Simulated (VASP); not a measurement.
# MgO (Fm-3m) in VASP: evGW0 quasiparticle levels with PBE

Aim: the evGW0 quasiparticle levels of MgO with PBE.

Everything below comes from runs of VASP 6.6.1. Logs are shortened: lines on timing, memory, paths and dates and some standing lists are left out, and cuts for length are marked.

### Step 1. Starting point

It takes space group Fm-3m (No. 225, cubic). Conventional cell: a = 4.194 Å, b = 4.194 Å, c = 4.194 Å, α = 90.00°, β = 90.00°, γ = 90.00°. Around Mg (site symmetry m-3m) lie 6 O at 2.10 Å. O (site symmetry m-3m) has 6 Mg at 2.10 Å as nearest neighbours.

The cell is a database's computed one.

### Step 2. EvGW0 quasiparticle levels, PBE

Contents of POSCAR:

```
MgO
1.0
    0.0000000000      2.0970013927      2.0970013927
    2.0970013927      0.0000000000      2.0970013927
    2.0970013927      2.0970013927      0.0000000000
Mg O
1 1
Direct
    0.0000000000      0.0000000000      0.0000000000
    0.5000000000      0.5000000000      0.5000000000
```

Contents of INCAR.step1:

```
PREC     = Accurate       # precision mode
ENCUT    = 450            # plane-wave cutoff, eV
EDIFF    = 1E-8           # SCF threshold, eV
ISMEAR   = 0              # smearing method
SIGMA    = 0.01           # smearing width, eV
LREAL    = F              # projectors in reciprocal space
LASPH    = T              # aspherical terms in the spheres
NELM     = 100            # most SCF steps
ALGO     = Fast           # electronic algorithm
LWAVE    = T              # write WAVECAR
LCHARG   = F              # write CHGCAR
GGA      = PE             # functional
```

Contents of INCAR.step2:

```
PREC     = Accurate       # precision mode
ENCUT    = 450            # plane-wave cutoff, eV
EDIFF    = 1E-8           # SCF threshold, eV
ISMEAR   = 0              # smearing method
SIGMA    = 0.01           # smearing width, eV
LREAL    = F              # projectors in reciprocal space
LASPH    = T              # aspherical terms in the spheres
NELM     = 1              # most SCF steps
ALGO     = Exact          # electronic algorithm
LWAVE    = T              # write WAVECAR
LCHARG   = F              # write CHGCAR
GGA      = PE             # functional
NBANDS   = 59             # bands
LOPTICS  = T              # frequency-dependent dielectric function
ISTART   = 1
```

Contents of INCAR.step3:

```
PREC     = Accurate       # precision mode
ENCUT    = 450            # plane-wave cutoff, eV
EDIFF    = 1E-8           # SCF threshold, eV
ISMEAR   = 0              # smearing method
SIGMA    = 0.01           # smearing width, eV
LREAL    = F              # projectors in reciprocal space
LASPH    = T              # aspherical terms in the spheres
ALGO     = EVGW0          # electronic algorithm
LWAVE    = F              # write WAVECAR
LCHARG   = F              # write CHGCAR
GGA      = PE             # functional
NELMGW   = 4            
NBANDS   = 59             # bands
ENCUTGW  = 120            # cutoff of the response function
NOMEGA   = 50             # frequency points
PRECFOCK = Fast         
ISTART   = 1            
NBANDSGW = 12
```

Contents of KPOINTS:

```
regular mesh
0
Gamma
  6 6 6
```

Potentials or basis: VASP PAW PBE potentials, release 64 (Mg_GW, O_GW).

Started as:

```console
$ cat potpaw_PBE.64/Mg_GW/POTCAR potpaw_PBE.64/O_GW/POTCAR > POTCAR
$ cp INCAR.step1 INCAR
$ mpirun -np 1 vasp_std > vasp.out
$ cp INCAR.step2 INCAR
$ mpirun -np 1 vasp_std > vasp.out
$ cp INCAR.step3 INCAR
$ mpirun -np 1 vasp_std > vasp.out
```

OUTCAR:

```text
PREC = Accurate
   ENCUT = 450
   EDIFF = 1E-8
   ISMEAR = 0
   LREAL = F
   LASPH = T
   GGA = PE
   NELMGW = 4
   ENCUTGW = 120
   PRECFOCK = Fast
   ISTART = 1

 ion  position               nearest neighbor table
   1  0.000  0.000  0.000-   2 2.10   2 2.10   2 2.10   2 2.10   2 2.10   2 2.10
   2  0.500  0.500  0.500-   1 2.10   1 2.10   1 2.10   1 2.10   1 2.10   1 2.10

  LATTYP: Found a face centered cubic cell.
 ALAT       =     4.1940027854

  Lattice vectors:

 A1 = (   0.0000000000,   2.0970013927,   2.0970013927)
 A2 = (   2.0970013927,   0.0000000000,   2.0970013927)
 A3 = (   2.0970013927,   2.0970013927,   0.0000000000)

Analysis of symmetry for initial positions (statically):
=====================================================================
 Subroutine PRICEL returns:
 Original cell was already a primitive cell.

 Routine SETGRP: Setting up the symmetry group for a
 face centered cubic supercell.

 Subroutine GETGRP returns: Found 48 space group operations
 (whereof 48 operations were pure point group operations)
 out of a pool of 48 trial point group operations.

The static configuration has the point symmetry O_h .

Analysis of symmetry for dynamics (positions and initial velocities):
=====================================================================
 Subroutine PRICEL returns:
 Original cell was already a primitive cell.

 Routine SETGRP: Setting up the symmetry group for a
 face centered cubic supercell.

 Subroutine GETGRP returns: Found 48 space group operations
 (whereof 48 operations were pure point group operations)
 out of a pool of 48 trial point group operations.

The dynamic configuration has the point symmetry O_h .

 Subroutine INISYM returns: Found 48 space group operations
 (whereof 48 operations are pure point group operations),
 and found     1 'primitive' translations

----------------------------------------------------------------------------------------

                                     Primitive cell

  volume of cell :      18.4428

  direct lattice vectors                    reciprocal lattice vectors
     0.000000000  2.097001393  2.097001393    -0.238435702  0.238435702  0.238435702
     2.097001393  0.000000000  2.097001393     0.238435702 -0.238435702  0.238435702
     2.097001393  2.097001393  0.000000000     0.238435702  0.238435702 -0.238435702

  length of vectors
     2.965607810  2.965607810  2.965607810     0.412982751  0.412982751  0.412982751

  position of ions in fractional coordinates (direct lattice)
     0.000000000  0.000000000  0.000000000
     0.500000000  0.500000000  0.500000000

  ion indices of the primitive-cell ions
   primitive index   ion index
                 1           1
                 2           2

----------------------------------------------------------------------------------------

 KPOINTS: regular mesh

Automatic generation of k-mesh.
 Grid dimensions read from file:
 generate k-points for:    6    6    6

 Generating k-lattice:

  Cartesian coordinates                     Fractional coordinates (reciprocal lattice)
    -0.039739284  0.039739284  0.039739284     0.166666667  0.000000000  0.000000000
     0.039739284 -0.039739284  0.039739284     0.000000000  0.166666667  0.000000000
     0.039739284  0.039739284 -0.039739284     0.000000000  0.000000000  0.166666667

  Length of vectors
     0.068830458  0.068830458  0.068830458

  Shift w.r.t. Gamma in fractional coordinates (k-lattice)
     0.000000000  0.000000000  0.000000000

 Subroutine IBZKPT returns following result:
 ===========================================

 Found     16 irreducible k-points:

 Following reciprocal coordinates:
            Coordinates               Weight
  0.000000  0.000000  0.000000      1.000000
  0.166667  0.000000  0.000000      8.000000
  0.333333  0.000000  0.000000      8.000000
  0.500000  0.000000  0.000000      4.000000
  0.166667  0.166667  0.000000      6.000000
  0.333333  0.166667  0.000000     24.000000
[... 8 lines left out ...]
 -0.333333  0.333333  0.166667     24.000000
 -0.333333  0.500000  0.166667     12.000000
   k-points           NKPTS =     16   k-points in BZ     NKDIM =    216   number of bands    NBANDS=     59
   number of dos      NEDOS =    301   number of ions     NIONS =      2
   total plane-waves  NPLWV =  13824
   dimension x,y,z NGX =    24 NGY =   24 NGZ =   24
   dimension x,y,z NGXF=    48 NGYF=   48 NGZF=   48
   ions per type =               1   1
   NGX,Y,Z   is equivalent  to a cutoff of  13.45, 13.45, 13.45 a.u.
   NGXF,Y,Z  is equivalent  to a cutoff of  26.91, 26.91, 26.91 a.u.
 SYSTEM =  unknown system
   PREC   = accura    normal or accurate (medium, high low for compatibility)
   ISTART =      1    job   : 0-new  1-cont  2-samecut
   ICHARG =      0    charge: 1-file 2-atom 10-const
   ISPIN  =      1    spin polarized calculation?
   LNONCOLLINEAR =      F non collinear calculations
   LSORBIT =      F    spin-orbit coupling
   LASPH  =      T    aspherical Exc in radial PAW
   ENCUT  =  450.0 eV  33.07 Ry    5.75 a.u.   5.13  5.13  5.13*2*pi/ulx,y,z
   NELM   =     60;   NELMIN=  2; NELMDL=  0     # of ELM steps
   EDIFF  = 0.1E-07   stopping-criterion for ELM
   LREAL  =      F    real-space projection
   EDIFFG = 0.1E-06   stopping-criterion for IOM
   NSW    =      0    number of steps for IOM
   IBRION =     -1    ionic relax: 0-MD 1-quasi-New 2-CG
   NFREE  =      0    steps in history (QN), initial steepest desc. (CG)
   ISIF   =      0    stress and relaxation
   ISYM   =      3    0-nonsym 1-usesym 2-fastsym
   POTIM  = 0.5000    time-step for ionic-motion
   TEBEG  =    0.0;   TEEND  =   0.0 temperature during run
   PSTRESS=    0.0 pullay stress
   NELECT =       8.0000    total number of electrons
   NUPDOWN=      -1.0000    fix difference up-down
   EMIN   =  10.00;   EMAX   =-10.00  energy-range for DOS
   EFERMI =   0.00;   METHOD = LEGACY
   ISMEAR =     0;   SIGMA  =   0.01  broadening in eV -4-tet -1-fermi 0-gaus
   EFERMI_NEDOS =   21; number of points for ismear=-14 and -15
   IALGO  =     38    algorithm
   IMIX   =      4    mixing-type and parameters
     AMIX     =   0.40;   BMIX     =  1.00
     AMIX_MAG =   1.60;   BMIX_MAG =  1.00
  volume/ion in A,a.u.               =       9.22        62.23
  Fermi-wavevector in a.u.,A,eV,Ry     =   1.239261  2.341864 20.895389  1.535768
  Thomas-Fermi vector in A             =   2.373752
   LORBIT       =      0    0 simple, 1 ext, 2 COOP (PROOUT), +10 PAW based schemes
   GGA     = PE    functional components
   LHFCALC =     T    Hartree Fock is set to
   PRECFOCK=fast      Normal, Fast or Accurate (Low or Medium for compatibility)
   ENCUT4O =  -1.0   cutoff for four orbital integrals eV
   NKREDX  =     1    reduce k-point grid by
   NKREDY  =     1    reduce k-point grid by
   NKREDZ  =     1    reduce k-point grid by
   AEXX    =    1.0000 exact exchange contribution
   HFSCREEN=    0.0000 screening length (either q_TF or 0.3 A-1)
   HFSCREENC=   0.0000 screening length for correlation (either q_TF or 0.3 A-1)
   ENCUTFOCK=  -1.0 apply spherical cutoff to Coloumb kernel
   IVDW    =     0    specifies the selected vdW correction
   LEPSILON=     F    determine dielectric tensor
   LRPA    =     F    only Hartree local field effects (RPA)
   LRPAFORCE           =     F    calculate RPA forces
   ENCUTGW             = 120.0    cutoff for response function in eV
   ENCUTGWSOFT         =  96.0    soft cutoff for Coulomb kernel in GW response function in eV
   ENCUTLF             =  -1.0    cutoff for local field effects
   NELMGW              =     4    number of iterations in solving QP/BSE equation
   NELMHF              =     1    number of iterations in the inner HF iteration
   NKREDLFX            =     1    NKREDLFY  =   1   NKREDLFZ  =   1
 non-spin polarized calculation
 Gauss-broadening in eV      SIGMA  =   0.01
  energy-cutoff  :      450.00
  volume of cell :       18.44
 maximum number of plane-waves:       411
 NGX is ok and might be reduce to    24
  NGX = 12; NGY = 12; NGZ = 12
   NGX = 11   NGY = 11   NGZ = 11
 maximum number of plane-waves:        64

 QP shifts <psi_nk| G(iteration)W_0 |psi_nk>: iteration 1
 for sc-GW calculations column KS-energies equals QP-energies in previous step
 and V_xc(KS)=  KS-energies - (<T + V_ion + V_H > + <T+V_H+V_ion>^1  + <V_x>^1)

 k-point   1 :       0.0000    0.0000    0.0000
  band No.  KS-energies  QP-energies   sigma(KS)   V_xc(KS)     V^pw_x(r,r')   Z            occupation Imag(sigma)

      1     -14.0524     -16.1937     -21.1785     -18.1166     -29.9151       0.6994       2.0000       1.1495
      2       3.2820       2.0764     -21.2903     -19.7599     -25.2682       0.7877       2.0000       0.0986
      3       3.2820       2.0764     -21.2903     -19.7599     -25.2682       0.7877       2.0000       0.0986
      4       3.2820       2.0764     -21.2903     -19.7599     -25.2682       0.7877       2.0000       0.0986
      5       8.1337       9.3935     -10.7602     -12.2584      -7.4751       0.8409       0.0000      -0.0595
      6      19.1621      20.4541      -7.5363      -9.0920      -3.1089       0.8305       0.0000      -0.1160
      7      19.1621      20.4541      -7.5363      -9.0920      -3.1089       0.8305       0.0000      -0.1160
      8      19.1621      20.4541      -7.5363      -9.0920      -3.1089       0.8305       0.0000      -0.1160
      9      23.1115      23.5903      -7.3426      -7.9638      -1.6944       0.7707       0.0000      -0.4718
     10      24.9015      26.5188      -7.9430      -9.9064      -3.2777       0.8238       0.0000      -0.1876
     11      24.9015      26.5188      -7.9430      -9.9064      -3.2777       0.8238       0.0000      -0.1876
     12      27.5745      29.1474      -7.5435      -9.5158      -1.8768       0.7975       0.0000      -0.4969

 k-point   2 :       0.1667    0.0000    0.0000
  band No.  KS-energies  QP-energies   sigma(KS)   V_xc(KS)     V^pw_x(r,r')   Z            occupation Imag(sigma)

      1     -13.7620     -15.9098     -21.4287     -18.3702     -30.1200       0.7022       2.0000       1.1226
      2       1.7641       0.3425     -19.4822     -17.6695     -23.3445       0.7843       2.0000       0.1057
      3       3.1064       1.8664     -21.1341     -19.5576     -25.1336       0.7866       2.0000       0.0999
      4       3.1064       1.8664     -21.1341     -19.5576     -25.1336       0.7866       2.0000       0.0999
      5       9.5558      10.9624     -11.7142     -13.4060      -8.4571       0.8314       0.0000      -0.0626
      6      16.8249      18.0939      -8.1874      -9.7241      -3.8058       0.8259       0.0000      -0.1102
      7      19.7424      21.0744      -7.7122      -9.3287      -3.1945       0.8240       0.0000      -0.1280
      8      19.7424      21.0744      -7.7122      -9.3287      -3.1945       0.8240       0.0000      -0.1280
      9      23.5882      25.1514      -7.6593      -9.5728      -2.8985       0.8169       0.0000      -0.1923
     10      23.5882      25.1514      -7.6593      -9.5728      -2.8985       0.8169       0.0000      -0.1923
     11      25.6826      26.7790      -7.6156      -8.9819      -1.9667       0.8025       0.0000      -0.6026
     12      28.6419      29.8454      -7.0971      -8.5094      -1.5382       0.8521       0.0000      -0.8393
[... 970 lines left out ...]
      1     -15.3105     -15.3384     -22.6135       7.2655     -31.3197       0.7448       2.0000       1.1745
      2      -2.4745      -2.4861     -17.7485      15.2590     -22.0489       0.7669       2.0000       0.1458
      3      -1.1911      -1.2017     -18.6549      17.4502     -22.8337       0.7779       2.0000       0.1247
      4       0.2450       0.2350     -19.9848      20.2171     -24.1288       0.7835       2.0000       0.1096
      5      15.7054      15.7092     -10.4864      26.1963      -6.3916       0.8223       0.0000      -0.0953
      6      17.3914      17.3961     -11.6599      29.0572      -7.3095       0.8043       0.0000      -0.1127
      7      18.0820      18.0865      -8.7579      26.8453      -4.5238       0.8308       0.0000      -0.0944
      8      21.7964      21.8023      -8.8732      30.6769      -3.9581       0.8033       0.0000      -0.1814
      9      25.8370      25.8433      -8.0680      33.9127      -2.8522       0.8093       0.0000      -0.3475
     10      27.1541      27.1610      -8.5355      35.6983      -2.9729       0.7939       0.0000      -0.4388
     11      33.4031      33.4059      -9.0824      42.4888      -3.4874       0.8369       0.0000      -0.7695
     12      33.5865      33.5903      -7.7571      41.3483      -2.0259       0.8235       0.0000      -0.8206

 k-point  16 :      -0.3333    0.5000    0.1667
  band No. old QP-enery  QP-energies   sigma(KS)   T+V_ion+V_H  V^pw_x(r,r')   Z            occupation Imag(sigma)

      1     -15.2283     -15.2557     -22.6954       7.4303     -31.3990       0.7457       2.0000       1.1722
      2      -2.4726      -2.4842     -17.8195      15.3318     -22.1435       0.7668       2.0000       0.1453
      3      -0.9331      -0.9437     -18.8937      17.9471     -23.0673       0.7790       2.0000       0.1210
      4      -0.2270      -0.2372     -19.5415      19.3015     -23.6970       0.7820       2.0000       0.1144
      5      15.4648      15.4684      -9.4198      24.8889      -5.4027       0.8329       0.0000      -0.0864
      6      16.7318      16.7359      -8.8634      25.6001      -4.7778       0.8370       0.0000      -0.0869
      7      18.0204      18.0256     -12.0837      30.1106      -7.5597       0.7946       0.0000      -0.1254
      8      21.8532      21.8592      -9.1783      31.0389      -4.1745       0.8007       0.0000      -0.2019
      9      25.5436      25.5508      -9.4153      34.9682      -3.8331       0.7813       0.0000      -0.3676
     10      29.6508      29.6567      -7.9355      37.5935      -2.3704       0.8105       0.0000      -0.5768
     11      31.8931      31.8952      -8.9280      40.8236      -3.5831       0.8329       0.0000      -0.6574
     12      34.1091      34.1111      -9.6051      43.7166      -3.7492       0.8415       0.0000      -0.9018
```

It took 2.7 min on 1 thread of Intel Xeon 6975P-C (Granite Rapids), shared host; peak memory 0.25 GiB.

Results:

```yaml
Band_gap_on_the_k_mesh_mean-field_level: 4.85 eV, direct
Quasiparticle_gap: 7.78 eV
Least_direct_quasiparticle_gap: 7.78 eV
```

Quasiparticle gap after each update of the energies (eV): 7.32, 7.70, 7.77, 7.78

Caveat: the k mesh is coarse (spacing up to 0.43 Å⁻¹), so the values aren't converged; bands, screening cutoff and mesh are small and nothing is extrapolated, so the quasiparticle values aren't converged.
